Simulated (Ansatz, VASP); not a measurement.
# Two plane-wave programs on MoI

```
CELL_PARAMETERS angstrom
0.00000 3.17885 3.17885
3.17885 0.00000 3.17885
3.17885 3.17885 0.00000
ATOMIC_POSITIONS crystal
Mo 0.00000 0.00000 0.00000
I 0.75000 0.75000 0.75000
```

The cell was built by a generator and needn't be a form met in nature.

Alike in both runs: task relaxation of cell and atoms; functional PBE; k mesh 7 × 7 × 7; occupations fermi-dirac, width 0.05 eV; no spin polarisation; Hubbard terms Mo d U = 3 eV.

|  | VASP | Ansatz |
| --- | --- | --- |
| version | VASP 6.6.1 | Ansatz 0.2.0 |
| potentials or method | VASP PAW PBE potentials, release 64 (Mo_sv, I) | Ansatz PAW |
| plane-wave cutoff (eV) | 600 | 420 |
| valence electrons in the cell | 21 | 31 |

```tsv
	VASP	Ansatz	Ansatz less VASP
gap on the k mesh at the Fermi level, each at its own relaxed structure (eV)	none	none	-
relaxed volume (Å³/atom)	29.70	29.73	+0.032
relaxed cell length with the largest relative difference (Å)	4.380	4.381	+0.0016
energy change over the relaxation (meV/atom)	-32	-30	+1.9
```

The programs project onto different local orbitals, so the same U acts differently. A gap of «none» marks a metal or a gap that the smearing closes. The two sets of potentials don't hold the same shells in valence.

Caveats: an odd number of electrons without spin polarisation forces a metal; a magnetic or distorted state may lie lower; U without spin polarisation on a metal has little footing; the plane-wave basis is chosen anew once the cell has moved, so the energies of steps on either side of that aren't comparable (Ansatz). The runs have no spin-orbit coupling, so splittings on I are missing.
